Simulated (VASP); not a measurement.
**CdS (Greenockite): what moves the LDA gap besides the functional**

How far does the LDA gap of CdS (Greenockite) depend on mesh and cell? The starting structure is a measured crystal structure from the Crystallography Open Database. The atoms were first relaxed with LDA in that cell, in a run that isn't shown, and the relaxed structure is the one below.

Program: VASP 6.6.1. Level of theory: Kohn-Sham DFT with plane waves and PAW; LDA. Results are calculated unless marked as measured.

## Step 1: The structure

Symmetry: P6_3mc, No. 186, hexagonal system. Conventional cell: a = 4.137 Å, b = 4.137 Å, c = 6.714 Å, α = 90.00°, β = 90.00°, γ = 120.00°. Cd has 4 S at 2.53 Å nearest. S has 4 Cd at 2.53 Å nearest. Farther neighbours and most contacts between anions are not listed.

As a file:

```cif
data_structure
_symmetry_space_group_name_H-M 'P6_3mc'
_symmetry_Int_Tables_number 186
_cell_length_a 4.1370
_cell_length_b 4.1370
_cell_length_c 6.7144
_cell_angle_alpha 90.000
_cell_angle_beta 90.000
_cell_angle_gamma 120.000
_cell_volume 99.52
loop_
_atom_site_label
_atom_site_type_symbol
_atom_site_symmetry_multiplicity
_atom_site_Wyckoff_symbol
_atom_site_fract_x
_atom_site_fract_y
_atom_site_fract_z
_atom_site_occupancy
Cd1 Cd 2 b 0.33333 0.66667 0.49901 1
S1 S 2 b 0.33333 0.66667 0.87599 1
```

## Step 2: Reference bands

Input file INCAR:

```
SYSTEM = CdS
PREC = Accurate
ENCUT = 350
EDIFF = 1E-06
NELM = 100
ISMEAR = 0
SIGMA = 0.03
LREAL = .FALSE.
ALGO = Normal
GGA = CA
NBANDS = 32
LORBIT = 11
LWAVE = .FALSE.
LCHARG = .FALSE.
KPAR = 8
LASPH = .TRUE.
```

Input file POSCAR:

```
CdS
1.0
    4.1370000000      0.0000000000      0.0000000000
   -2.0685000000      3.5827470955      0.0000000000
    0.0000000000      0.0000000000      6.7144000000
Cd S
2 2
Direct
    0.3333333333      0.6666666667      0.4990101238
    0.6666666667      0.3333333333      0.9990101238
    0.3333333333      0.6666666667      0.8759898762
    0.6666666667      0.3333333333      0.3759898762
```

Input file KPOINTS:

```
Automatic mesh
0
Gamma
6 6 4
0 0 0
```

Input file KPOINTS_OPT:

```
Line mode
10
Line-mode
Reciprocal
  0.00000000   0.00000000   0.00000000 GAMMA
  0.50000000   0.00000000   0.00000000 M

  0.50000000   0.00000000   0.00000000 M
  0.33333333   0.33333333   0.00000000 K

  0.33333333   0.33333333   0.00000000 K
  0.00000000   0.00000000   0.00000000 GAMMA

  0.00000000   0.00000000   0.00000000 GAMMA
  0.00000000   0.00000000   0.50000000 A

  0.00000000   0.00000000   0.50000000 A
  0.50000000   0.00000000   0.50000000 L

  0.50000000   0.00000000   0.50000000 L
  0.33333333   0.33333333   0.50000000 H

  0.33333333   0.33333333   0.50000000 H
  0.00000000   0.00000000   0.50000000 A

  0.50000000   0.00000000   0.50000000 L
  0.50000000   0.00000000   0.00000000 M

  0.33333333   0.33333333   0.00000000 K
  0.33333333   0.33333333   0.50000000 H
```

PAW data sets: Cd and S (LDA family, release 64).

On the command line:

```sh
> mpirun -np 8 vasp_std
```

Log:

```text
[banner, memory and clock lines left out]
running    8 mpi-ranks, on    1 nodes
 distrk:  each k-point on    1 cores,    8 groups
 distr:  one band on    1 cores,    1 groups

 POSCAR found type information on POSCAR CdS
 POSCAR found :  2 types and       4 ions
|                                                                             |
|           W    W    AA    RRRRR   N    N  II  N    N   GGGG   !!!           |
|           W    W   A  A   R    R  NN   N  II  NN   N  G    G  !!!           |
|           W    W  A    A  R    R  N N  N  II  N N  N  G       !!!           |
|           W WW W  AAAAAA  RRRRR   N  N N  II  N  N N  G  GGG   !            |
|           WW  WW  A    A  R   R   N   NN  II  N   NN  G    G                |
|           W    W  A    A  R    R  N    N  II  N    N   GGGG   !!!           |
|                                                                             |
|     For optimal performance we recommend to set                             |
|       NCORE = 2 up to number-of-cores-per-socket                            |
|     NCORE specifies how many cores store one orbital (NPAR=cpu/NCORE).      |
|     This setting can greatly improve the performance of VASP for DFT.       |
|     The default, NCORE=1 might be grossly inefficient on modern             |
|     multi-core architectures or massively parallel machines. Do your        |
|     Unfortunately you need to use the default for GW and RPA                |
|     calculations (for HF NCORE is supported but not extensively tested      |
|     yet).                                                                   |
|                                                                             |

 LDA part: xc-table for (Slater(with rela. corr.)+CA(PZ))
 , standard interpolation
 POSCAR, INCAR and KPOINTS ok, starting setup
 FFT: planning ... GRIDC
 FFT: planning ... GRID_SOFT
 FFT: planning ... GRID
 WAVECAR not read
 entering main loop
       N       E                     dE             d eps       ncg     rms          rms(c)
DAV:   1     0.198727468668E+03    0.19873E+03   -0.14039E+04  1360   0.765E+02
DAV:   2    -0.616153411685E+01   -0.20489E+03   -0.19663E+03  1544   0.241E+02
DAV:   3    -0.157450470799E+02   -0.95835E+01   -0.95344E+01  1656   0.538E+01
DAV:   4    -0.158190722078E+02   -0.74025E-01   -0.74013E-01  1528   0.461E+00
DAV:   5    -0.158201278797E+02   -0.10557E-02   -0.10557E-02  1632   0.517E-01    0.116E+01
DAV:   6    -0.148432947533E+02    0.97683E+00   -0.12816E+00  1888   0.114E+01    0.908E+00
DAV:   7    -0.147988443704E+02    0.44450E-01   -0.48902E-01  1648   0.336E+00    0.356E+00
DAV:   8    -0.147875587224E+02    0.11286E-01   -0.58968E-02  1528   0.199E+00    0.430E-01
DAV:   9    -0.147864956946E+02    0.10630E-02   -0.77005E-03  1560   0.975E-01    0.974E-02
DAV:  10    -0.147863843582E+02    0.11134E-03   -0.54135E-04  1576   0.238E-01    0.768E-02
DAV:  11    -0.147864261078E+02   -0.41750E-04   -0.21825E-04  1568   0.946E-02    0.265E-02
DAV:  12    -0.147864039792E+02    0.22129E-04   -0.68168E-05  1616   0.786E-02    0.142E-02
DAV:  13    -0.147864052847E+02   -0.13055E-05   -0.11147E-05  1560   0.137E-02    0.109E-02
DAV:  14    -0.147864049314E+02    0.35330E-06   -0.52294E-07   824   0.422E-03
   1 F= -.14786405E+02 E0= -.14786405E+02  d E =-.133552E-19
 Start KPOINTS_OPT (optional k-point list driver)
k-point batch [1-21\90]
       N       E                     dE             ncg
DAV:   1     0.630388775807E+03   -0.14239E+05     1352
DAV:   2    -0.360366578550E+04   -0.42341E+04     1552
DAV:   3    -0.379666769259E+04   -0.19300E+03     1640
DAV:   4    -0.379809158493E+04   -0.14239E+01     1552
DAV:   5    -0.379811088678E+04   -0.19302E-01     1720
DAV:   6    -0.379811124792E+04   -0.36113E-03     1488
DAV:   7    -0.379811125590E+04   -0.79888E-05     1736
DAV:   8    -0.379811125607E+04   -0.16915E-06     1080
[...]
k-point batch [85-90\90]
       N       E                     dE             ncg
DAV:   1     0.128729609551E+05   -0.55478E+04      384
DAV:   2     0.116776983825E+05   -0.11953E+04      448
DAV:   3     0.116237500928E+05   -0.53948E+02      456
DAV:   4     0.116233727849E+05   -0.37731E+00      464
DAV:   5     0.116233677523E+05   -0.50327E-02      464
DAV:   6     0.116233676612E+05   -0.91067E-04      464
DAV:   7     0.116233676593E+05   -0.18551E-05      448
DAV:   8     0.116233676593E+05   -0.42328E-07      376
```

Elapsed: 14 s, on 8 MPI ranks of AMD EPYC 9R45, shared host; peak memory 1.4 GiB.

Lines that name or quote the potential files are left out of all logs, and their timing lines are given in words.

Parts of OUTCAR (step 2):

```text
ion  position               nearest neighbor table
   1  0.333  0.667  0.499-   4 2.53   4 2.53   4 2.53   3 2.53
   2  0.667  0.333  0.999-   3 2.53   3 2.53   3 2.53   4 2.53
   3  0.333  0.667  0.876-   2 2.53   2 2.53   2 2.53   1 2.53
   4  0.667  0.333  0.376-   1 2.53   1 2.53   1 2.53   2 2.53

  LATTYP: Found a hexagonal cell.
 ALAT       =     4.1370000000
 C/A-ratio  =     1.6230118443

 Subroutine GETGRP returns: Found 12 space group operations
 (whereof  6 operations were pure point group operations)

The static configuration has the point symmetry C_3v.
 The point group associated with its full space group is C_6v.

 Found     21 irreducible k-points:

   k-points           NKPTS =     21   k-points in BZ     NKDIM =     21   number of bands    NBANDS=     32

   dimension x,y,z NGX =    28 NGY =   28 NGZ =   42
   dimension x,y,z NGXF=    56 NGYF=   56 NGZF=   84

   ENCUT  =  350.0 eV  25.72 Ry    5.07 a.u.   6.31  6.31 10.24*2*pi/ulx,y,z

   NELECT =      36.0000    total number of electrons

 k-points in reciprocal lattice and weights: Automatic mesh
   0.00000000  0.00000000  0.00000000       0.007
   0.16666667  0.00000000  0.00000000       0.042
   0.33333333  0.00000000  0.00000000       0.042
   0.50000000  0.00000000  0.00000000       0.021
   0.16666667  0.16666667  0.00000000       0.042
   0.33333333  0.16666667  0.00000000       0.083
   0.33333333  0.33333333  0.00000000       0.014
   0.00000000  0.00000000  0.25000000       0.014
   0.16666667  0.00000000  0.25000000       0.083
[...]
0.33333333  0.16666667  0.50000000       0.083
   0.33333333  0.33333333  0.50000000       0.014

 average (electrostatic) potential at core
       1 -40.1177       2 -40.1177       3 -89.8551       4 -89.8551

 E-fermi :   1.2849

 k-point     1 :       0.0000    0.0000    0.0000
  band No.  band energies     occupation
    ...
     14       0.3219      2.00000
     15       0.3219      2.00000
     16       1.0607      2.00000
     17       1.1014      2.00000
     18       1.1014      2.00000
     19       2.0618      0.00000
     20       3.6513      0.00000
     21       7.3809      0.00000
     22       7.3809      0.00000
     23       7.7237      0.00000
    ...

 k-point     2 :       0.1667    0.0000    0.0000
  band No.  band energies     occupation
    ...
     14      -0.6916      2.00000
     15      -0.1686      2.00000
     16      -0.0056      2.00000
     17       0.8526      2.00000
     18       0.9066      2.00000
     19       3.2659      0.00000
     20       4.5494      0.00000
     21       6.6500      0.00000
     22       7.7310      0.00000
     23       7.7602      0.00000
    ...

 k-point     3 :       0.3333    0.0000    0.0000
  band No.  band energies     occupation
    ...
     14      -1.9508      2.00000
     15      -1.5131      2.00000
     16      -0.5700      2.00000
     17       0.2545      2.00000
     18       0.5165      2.00000
     19       4.3481      0.00000
     20       4.8847      0.00000
     21       6.2816      0.00000
     22       7.1240      0.00000
     23       8.0304      0.00000
    ...

  Total       -1.6083394     -1.6083394     -1.4909907      0.0000000      0.0000000      0.0000000
  in kB      -25.8928221    -25.8928221    -24.0036136      0.0000000      0.0000000      0.0000000
  external PRESSURE =     -25.2630859 kB  Pullay stress =       0.0000000 kB

  energy-cutoff  :      350.00
  volume of cell :       99.52
      direct lattice vectors                 reciprocal lattice vectors
     4.137000000  0.000000000  0.000000000     0.241721054  0.139557716  0.000000000
    -2.068500000  3.582747095  0.000000000     0.000000000  0.279115431  0.000000000
     0.000000000  0.000000000  6.714400000     0.000000000  0.000000000  0.148933635

 POSITION                                       TOTAL-FORCE (eV/Angst)
 -----------------------------------------------------------------------------------
     -0.00000      2.38850      3.35055         0.000000     -0.000000     -0.001215
      2.06850      1.19425      6.70775         0.000000      0.000000     -0.001215
     -0.00000      2.38850      5.88175         0.000000     -0.000000      0.001215
      2.06850      1.19425      2.52455        -0.000000      0.000000      0.001215
 -----------------------------------------------------------------------------------
    total drift:                                0.000000      0.000000      0.000600

  FREE ENERGIE OF THE ION-ELECTRON SYSTEM (eV)
  ---------------------------------------------------
  free  energy   TOTEN  =       -14.7864049314 eV

  energy  without entropy=      -14.7864049314  energy(sigma->0) =      -14.78640493

 total charge
# of ion       s       p       d       tot
------------------------------------------
    1        0.440   0.332   9.537  10.308
    2        0.440   0.332   9.537  10.308
    3        1.323   2.373   0.000   3.697
    4        1.323   2.373   0.000   3.697
--------------------------------------------------
tot          3.526   5.410  19.073  28.010

[... 3 further parts left out ...]
```

Spin-orbit coupling is off here; it would split degenerate levels. At this level the cell is under a tension of 2.5 GPa, so at these settings it is away from equilibrium.

The reference gap is 0.960 eV.

## Step 3: Bands with cell and atoms relaxed by LDA

Against step 2 the input has another starting structure. The cell comes from a relaxation at this level, not shown (95.98 Å³).

INCAR is that of step 2.

Input file POSCAR:

```
CdS
1.0
    4.0829303552      0.0000000000      0.0000000000
   -2.0414651776      3.5359214095      0.0000000000
    0.0000000000      0.0000000000      6.6480923688
Cd S
2 2
Direct
    0.3333333333      0.6666666667      0.4993480733
    0.6666666667      0.3333333333      0.9993480733
    0.3333333333      0.6666666667      0.8756519267
    0.6666666667      0.3333333333      0.3756519267
```

KPOINTS is that of step 2.

KPOINTS_OPT is that of step 2.

On the command line:

```sh
> mpirun -np 8 vasp_std
```

Log:

```text
[banner, memory and clock lines left out]
running    8 mpi-ranks, on    1 nodes
[...]
[... a notice as in an earlier step ...]

 LDA part: xc-table for (Slater(with rela. corr.)+CA(PZ))
 , standard interpolation
 POSCAR, INCAR and KPOINTS ok, starting setup
[...]
entering main loop
       N       E                     dE             d eps       ncg     rms          rms(c)
DAV:   1     0.200415862847E+03    0.20042E+03   -0.13982E+04  1352   0.766E+02
DAV:   2    -0.625668821391E+01   -0.20667E+03   -0.19766E+03  1544   0.242E+02
DAV:   3    -0.157677847530E+02   -0.95111E+01   -0.94656E+01  1624   0.542E+01
DAV:   4    -0.158394783000E+02   -0.71694E-01   -0.71681E-01  1520   0.453E+00
[...]
DAV:  11    -0.148083854699E+02   -0.31905E-04   -0.19817E-04  1592   0.896E-02    0.228E-02
DAV:  12    -0.148083733834E+02    0.12086E-04   -0.56685E-05  1720   0.775E-02    0.160E-02
DAV:  13    -0.148083740300E+02   -0.64652E-06   -0.64160E-06  1552   0.157E-02
   1 F= -.14808374E+02 E0= -.14808374E+02  d E =-.245697E-20
 Start KPOINTS_OPT (optional k-point list driver)
k-point batch [1-21\90]
       N       E                     dE             ncg
DAV:   1     0.837779997041E+03   -0.13839E+05     1368
DAV:   2    -0.344791687721E+04   -0.42857E+04     1560
DAV:   3    -0.364124216687E+04   -0.19333E+03     1640
DAV:   4    -0.364267252703E+04   -0.14304E+01     1512
DAV:   5    -0.364269154460E+04   -0.19018E-01     1672
DAV:   6    -0.364269189305E+04   -0.34845E-03     1480
DAV:   7    -0.364269190046E+04   -0.74138E-05     1720
DAV:   8    -0.364269190061E+04   -0.15063E-06     1104
[...]
k-point batch [85-90\90]
       N       E                     dE             ncg
DAV:   1     0.131343191295E+05   -0.57480E+04      392
DAV:   2     0.119295249222E+05   -0.12048E+04      448
DAV:   3     0.118781618350E+05   -0.51363E+02      456
DAV:   4     0.118778088832E+05   -0.35295E+00      464
DAV:   5     0.118778041143E+05   -0.47689E-02      464
DAV:   6     0.118778040295E+05   -0.84779E-04      448
DAV:   7     0.118778040278E+05   -0.17028E-05      480
DAV:   8     0.118778040278E+05   -0.32240E-07      384
```

Run time: 14 s. Hardware: 8 MPI ranks; peak memory 1.4 GiB.

Parts of OUTCAR (step 3):

```text
  Total       -0.1592556     -0.1592556     -0.1536326      0.0000000      0.0000000      0.0000000
  in kB       -2.6584817     -2.6584817     -2.5646154      0.0000000      0.0000000      0.0000000
  external PRESSURE =      -2.6271930 kB  Pullay stress =       0.0000000 kB

 POSITION                                       TOTAL-FORCE (eV/Angst)
 -----------------------------------------------------------------------------------
     -0.00000      2.35728      3.31971        -0.000000      0.000000      0.003084
      2.04147      1.17864      6.64376         0.000000      0.000000      0.003084
     -0.00000      2.35728      5.82141         0.000000     -0.000000     -0.003084
      2.04147      1.17864      2.49737        -0.000000      0.000000     -0.003084
 -----------------------------------------------------------------------------------
    total drift:                                0.000000      0.000000      0.000409

  FREE ENERGIE OF THE ION-ELECTRON SYSTEM (eV)
  ---------------------------------------------------
  free  energy   TOTEN  =       -14.8083740300 eV

  energy  without entropy=      -14.8083740300  energy(sigma->0) =      -14.80837403

[... 1 part as in an earlier step ...]

[... 2 further parts left out ...]
[key lines of the parts left out:]
E-fermi :   1.6166
```

With cell and atoms relaxed by LDA the gap is 1.038 eV, +0.078 eV from the reference.

## Step 4: Bands with a 9×9×6 mesh

Against step 2 the input has a 9×9×6 mesh.

INCAR is that of step 3.

Input file POSCAR:

```
CdS
1.0
    4.1370000000      0.0000000000      0.0000000000
   -2.0685000000      3.5827470955      0.0000000000
    0.0000000000      0.0000000000      6.7144000000
Cd S
2 2
Direct
    0.3333333333      0.6666666667      0.4990101238
    0.6666666667      0.3333333333      0.9990101238
    0.3333333333      0.6666666667      0.8759898762
    0.6666666667      0.3333333333      0.3759898762
```

Input file KPOINTS:

```
Automatic mesh
0
Gamma
9 9 6
0 0 0
```

KPOINTS_OPT is that of step 3.

On the command line:

```sh
> mpirun -np 8 vasp_std
```

Log:

```text
[... set-up lines as in an earlier step ...]
 entering main loop
       N       E                     dE             d eps       ncg     rms          rms(c)
DAV:   1     0.197782737876E+03    0.19778E+03   -0.13815E+04  3088   0.760E+02
DAV:   2    -0.606984051703E+01   -0.20385E+03   -0.19543E+03  3520   0.240E+02
DAV:   3    -0.157444954954E+02   -0.96747E+01   -0.96243E+01  3768   0.540E+01
DAV:   4    -0.158202894925E+02   -0.75794E-01   -0.75780E-01  3520   0.462E+00
[...]
DAV:  12    -0.147894930573E+02    0.22629E-04   -0.69821E-05  3752   0.793E-02    0.141E-02
DAV:  13    -0.147894943440E+02   -0.12867E-05   -0.11168E-05  3608   0.138E-02    0.104E-02
DAV:  14    -0.147894940229E+02    0.32108E-06   -0.47070E-07  2024   0.397E-03
   1 F= -.14789494E+02 E0= -.14789494E+02  d E =-.838858E-15
 Start KPOINTS_OPT (optional k-point list driver)
k-point batch [1-48\90]
       N       E                     dE             ncg
DAV:   1     0.177360772531E+04   -0.21754E+05     3096
DAV:   2    -0.805537075419E+04   -0.98290E+04     3536
DAV:   3    -0.851628333637E+04   -0.46091E+03     3712
DAV:   4    -0.851974448861E+04   -0.34612E+01     3456
DAV:   5    -0.851979130590E+04   -0.46817E-01     3776
DAV:   6    -0.851979220905E+04   -0.90316E-03     3448
DAV:   7    -0.851979222967E+04   -0.20614E-04     3776
DAV:   8    -0.851979223012E+04   -0.45425E-06     2368
k-point batch [49-90\90]
       N       E                     dE             ncg
DAV:   1     0.456100946716E+04   -0.34994E+05     2712
DAV:   2    -0.386706169153E+04   -0.84281E+04     3096
DAV:   3    -0.424819424294E+04   -0.38113E+03     3336
DAV:   4    -0.425094446233E+04   -0.27502E+01     3072
DAV:   5    -0.425098079757E+04   -0.36335E-01     3336
DAV:   6    -0.425098146018E+04   -0.66261E-03     3064
DAV:   7    -0.425098147412E+04   -0.13940E-04     3296
DAV:   8    -0.425098147440E+04   -0.28094E-06     2328
```

It took 17 s on 8 MPI ranks; peak memory 1.8 GiB; 1.8 min of CPU time.

From OUTCAR (step 4):

```text
  Total       -1.6144554     -1.6144554     -1.4820500      0.0000000      0.0000000      0.0000000
  in kB      -25.9912849    -25.9912849    -23.8596774      0.0000000      0.0000000      0.0000000
  external PRESSURE =     -25.2807491 kB  Pullay stress =       0.0000000 kB

 POSITION                                       TOTAL-FORCE (eV/Angst)
 -----------------------------------------------------------------------------------
     -0.00000      2.38850      3.35055         0.000000      0.000000     -0.002329
      2.06850      1.19425      6.70775         0.000000     -0.000000     -0.002329
     -0.00000      2.38850      5.88175         0.000000      0.000000      0.002329
      2.06850      1.19425      2.52455        -0.000000      0.000000      0.002329
 -----------------------------------------------------------------------------------
    total drift:                                0.000000      0.000000      0.000594

  FREE ENERGIE OF THE ION-ELECTRON SYSTEM (eV)
  ---------------------------------------------------
  free  energy   TOTEN  =       -14.7894940229 eV

  energy  without entropy=      -14.7894940229  energy(sigma->0) =      -14.78949402

[... 1 part as in an earlier step ...]

[... 2 further parts left out ...]
[key lines of the parts left out:]
E-fermi :   1.2501
```

With a 9×9×6 mesh the gap is 0.962 eV, +0.001 eV from the reference.

## Step 5: The runs compared

| run | gap (eV) | change (eV) | core minutes |
| --- | --- | --- | --- |
| reference | 0.96 | - | 1.81 |
| cell and atoms relaxed by LDA | 1.038 | 0.078 | 1.84 |
| a 9×9×6 mesh | 0.962 | 0.001 | 2.32 |

Core minutes are wall time times ranks of the run shown, on a shared host.

## Step 6: What came out

| Quantity | Value |
| --- | --- |
| reference gap | 0.960 eV |
| gap with cell and atoms relaxed by LDA | 1.038 eV |
| gap with a 9×9×6 mesh | 0.962 eV |

What this shows: Among the runs that read a gap along the path, the one with cell and atoms relaxed by LDA moves it most, by +0.078 eV. On finer settings it changes by +0.001 eV with a 9×9×6 mesh. The functional's own error isn't tested here. Further runs on this material are not shown.

[Lines on the potential files, build, host, timing and source positions are cut from VASP's logs without a mark.]

[Logs are printed without paths, hosts, clocks, repeated set-up lines and the standing remarks that a program may print on its own settings, such as how far it seeks lower states.]

[Hosts, paths, dates, database ids (printed as entryN), source tags and the programs' standing remarks are cut or masked in the printed files.]
